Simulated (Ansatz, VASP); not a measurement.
# AgOs4 in VASP and in Ansatz

```
CELL_PARAMETERS angstrom
-2.84725 2.84725 2.84725
2.84725 -2.84725 2.84725
2.84725 2.84725 -2.84725
ATOMIC_POSITIONS crystal
Ag 0.00000 0.00000 0.00000
Os 0.00000 0.00000 0.50000
Os 0.50000 0.00000 0.00000
Os 0.50000 0.50000 0.50000
Os 0.00000 0.50000 0.00000
```

Change from the starting cell: species swapped into the NiHg4 type (Im-3m, No. 229).

Alike in both runs: functional PBE; k mesh 4 × 4 × 4; occupations gaussian, width 0.1 eV; no spin polarisation.

Ansatz relaxed the structure, and its values are those at the end. VASP's run is a single point on that final structure, the one shown.

|  | VASP | Ansatz |
| --- | --- | --- |
| version | VASP 6.6.1 | Ansatz 0.2.0 |
| potentials or method | VASP PAW PBE potentials, release 64 (Ag, Os) | scalar-relativistic, plane waves, PAW |
| plane-wave cutoff (eV) | 520 | 420 |
| valence electrons in the cell | 43 | 83 |

VASP gave:

- gap on the k mesh at the Fermi level (eV): none
- pressure (GPa): -0.1

What did Ansatz give for the same quantities?

gap on the k mesh at the Fermi level (eV): none; pressure (GPa): 0.4.

A gap of «none» marks a metal or a gap that the smearing closes. The functional is the same, so the differences come from potentials, cutoffs and numerics. The two sets of potentials don't hold the same shells in valence.

Caveats: the k mesh is coarse (spacing up to 0.39 Å⁻¹), so the values aren't converged. Spin-orbit coupling is left out, which matters for the levels of Os.
